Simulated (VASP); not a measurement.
Input:

```
Gd
1.0
    1.84819    -3.20116     0.00000
    1.84819     3.20116     0.00000
    0.00000     0.00000     5.63987
Gd
2
Direct
  0.33333   0.66667   0.25000
  0.65495   0.34505   0.75000
```

These are r2SCAN meta-GGA, VASP's PBE PAW potentials (set 64) (plane waves; VASP) values and carry that method's errors. Numerical set-up: 480 eV cut-off, 10×10×6 Γ-centred mesh, first-order Methfessel-Paxton smearing of 0.10 eV, potentials Gd_3.

The 4f electrons are frozen in the core of the lanthanide potential, so 4f levels, which can set the real gap, and their magnetism are missing.

Give the force on each atom (eV/Å).

```tsv
atom	Fx	Fy	Fz
Gd1	0.000	0.112	0.000
Gd2	0.000	-0.112	0.000
```

Give the stress tensor in GPa (positive for a compressed cell).

```
-0.36   0.00   0.00
 0.00   0.29   0.00
 0.00   0.00   0.07
```
The pressure is its mean diagonal, 0.00 GPa.

The compound is Gd in the hcp structure. This cell was strained or had an atom moved on purpose.
